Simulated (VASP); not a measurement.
Crystal: ZnHg3.

```xyz
4
Lattice="4.5632 0.0000 0.0000 0.0000 4.5632 0.0000 0.0000 0.0000 4.5632" Properties=species:S:1:pos:R:3 pbc="T T T"
Zn    2.2816    2.2816    2.2816
Hg    2.2816    0.0000    0.0000
Hg    0.0000    2.2816    0.0000
Hg    0.0000    0.0000    2.2816
```

The cell comes from a database or a generator and needn't be the stable form of this composition.

| Quantity | Value |
| --- | --- |
| Program | VASP 6.6.1 |
| Task | relaxation of cell and atoms |
| Functional | LDA |
| Potentials or basis | VASP PAW LDA potentials, release 64 (Zn, Hg) |
| Cutoff | 600 eV |
| k mesh | 5 × 5 × 5 |
| Occupations | methfessel-paxton, width 0.1 eV |
| Spin | no spin polarisation |

At the start: pressure -5.4 GPa; volume 23.76 Å³/atom.

Question: Where does the relaxation end?

Answer: Over 5 steps the energy falls by 91.2 meV/atom and the volume is 20.10 Å³/atom (-15.4 %); space group Pm-3m (No. 221, to 0.05 Å).

The path:
```csv
step,energy change (eV),largest force (eV/Å),pressure (GPa),volume (Å³)
1,0.0000,0.0000,-5.38,95.02
2,-0.3231,0.0000,-2.95,84.47
3,-0.3617,0.0000,-0.88,81.34
4,-0.3647,0.0000,0.25,80.11
5,-0.3646,0.0000,-0.12,80.39
```

Final structure:
```yaml
crystal:
  lattice:
    - [4.31591, 0.00000, 0.00000]
    - [0.00000, 4.31591, 0.00000]
    - [0.00000, 0.00000, 4.31591]
  atoms:
    - { symbol: Zn, position: [0.50000, 0.50000, 0.50000] }
    - { symbol: Hg, position: [0.50000, 0.00000, 0.00000] }
    - { symbol: Hg, position: [0.00000, 0.50000, 0.00000] }
    - { symbol: Hg, position: [0.00000, 0.00000, 0.50000] }
```

Caveat: the volume moved by over 15 % at a fixed basis, so the end points are rough.
